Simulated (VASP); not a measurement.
Output of a VASP run:

**OSZICAR**
```
       N       E                     dE             d eps       ncg     rms          rms(c)
DAV:   1     0.776033667920E+02    0.77603E+02   -0.91222E+03   786   0.195E+03
DAV:   2    -0.429997374752E+01   -0.81903E+02   -0.79308E+02   829   0.322E+02
DAV:   3    -0.100951450220E+02   -0.57952E+01   -0.57657E+01   909   0.740E+01
DAV:   4    -0.102071999225E+02   -0.11205E+00   -0.11198E+00   978   0.111E+01
DAV:   5    -0.102095025245E+02   -0.23026E-02   -0.23025E-02   905   0.133E+00    0.418E+00
DAV:   6    -0.996348838356E+01    0.24601E+00   -0.43836E-01  1190   0.141E+01    0.265E+00
DAV:   7    -0.992361463951E+01    0.39874E-01   -0.10026E-01  1029   0.274E+00    0.998E-01
DAV:   8    -0.992061530723E+01    0.29993E-02   -0.13200E-02   884   0.166E+00    0.157E-01
DAV:   9    -0.992075783649E+01   -0.14253E-03   -0.11465E-03  1070   0.596E-01    0.671E-02
DAV:  10    -0.992077761844E+01   -0.19782E-04   -0.69410E-05   867   0.817E-02    0.278E-02
DAV:  11    -0.992080404738E+01   -0.26429E-04   -0.28760E-05   869   0.651E-02    0.397E-03
DAV:  12    -0.992080396112E+01    0.86258E-07   -0.17102E-06   975   0.192E-02    0.393E-03
DAV:  13    -0.992080409597E+01   -0.13485E-06   -0.31354E-07   851   0.497E-03    0.110E-03
DAV:  14    -0.992080406208E+01    0.33891E-07   -0.16344E-08   502   0.185E-03
   1 F= -.99208041E+01 E0= -.99208041E+01  d E =-.105473E-10
```

OUTCAR:
```
------------------------ aborting loop because EDIFF is reached ----------------------------------------
  FORCE on cell =-STRESS in cart. coord.  units (eV):
  Direction    XX          YY          ZZ          XY          YZ          ZX
  --------------------------------------------------------------------------------------
  Total        0.0449692      0.0449692      0.0449692      0.0000000      0.0000000      0.0000000
  in kB        1.7971858      1.7971858      1.7971858      0.0000000      0.0000000      0.0000000
  external PRESSURE =       1.7971858 kB  Pullay stress =       0.0000000 kB
  volume of cell :       40.09
      direct lattice vectors                 reciprocal lattice vectors
     0.000000000  2.716445735  2.716445735    -0.184064049  0.184064049  0.184064049
     2.716445735  0.000000000  2.716445735     0.184064049 -0.184064049  0.184064049
     2.716445735  2.716445735  0.000000000     0.184064049  0.184064049 -0.184064049
  FREE ENERGIE OF THE ION-ELECTRON SYSTEM (eV)
  ---------------------------------------------------
  free  energy   TOTEN  =        -9.9208040621 eV

  energy  without entropy=       -9.9208040621  energy(sigma->0) =       -9.92080406
```
(Selected blocks of OUTCAR.)

File POSCAR:
```
GaP
1
   -0.0000000000     2.7164457347     2.7164457347
    2.7164457347     0.0000000000     2.7164457347
    2.7164457347     2.7164457347     0.0000000000
Ga P
1 1
Direct
  0.0000000000   0.0000000000   0.0000000000
  0.2500000000   0.2500000000   0.2500000000
```

### Question
Write an INCAR and KPOINTS that could have produced this output.

### Answer
One answer among several that fit: the input of the run itself, PBEsol GGA, plane waves, VASP's PBE PAW potentials (set 64).

**INCAR**
```
SYSTEM = GaP
PREC = Accurate
ENCUT = 480
EDIFF = 1E-7
NELM = 100
ALGO = Normal
LREAL = .FALSE.
LASPH = .TRUE.
ISMEAR = 0
SIGMA = 0.05
GGA = PS
LMAXMIX = 4
LWAVE = .FALSE.
LCHARG = .FALSE.
ISIF = 2
```

KPOINTS:
```
Automatic mesh
0
Gamma
8 8 8
0 0 0
```

POTCAR, in this order: Ga_d P (PBE.64 set). Program: vasp_std.

The compound is GaP in the zinc blende structure. It was relaxed first.
